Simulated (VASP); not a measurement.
Crystal: Fe, a sheet with vacuum.

```
CELL_PARAMETERS angstrom
2.31119 0.00000 0.00000
0.00000 2.31119 0.00000
0.00000 0.00000 23.80000
ATOMIC_POSITIONS crystal
Fe 0.00000 0.00000 0.29412
```

The cell was built by a generator and needn't be a form met in nature.

Base run:

* Program: VASP 6.6.1
* Functional: LDA
* Potentials or basis: VASP PAW LDA potentials, release 64 (Fe)
* Cutoff: 520 eV
* k mesh: 8 × 8 × 1
* Occupations: fermi-dirac, width 0.05 eV
* Spin: collinear spin, ferromagnetic start
* Starting moments: [3.0] μB
* Hubbard terms: Fe d U = 4 eV

Its results: net moment 3.19 μB per cell; site moments Fe +3.11 μB.

Problem. The run is repeated on the same cell with these changes: hubbard terms from Fe d U = 4 eV to Fe d U = 8 eV. What comes out?

Solution. Net moment 3.73 μB per cell; site moments Fe +3.60 μB.

Caveats: the U is typed as a test and isn't derived for this compound.

Not every run made on this cell is shown here.
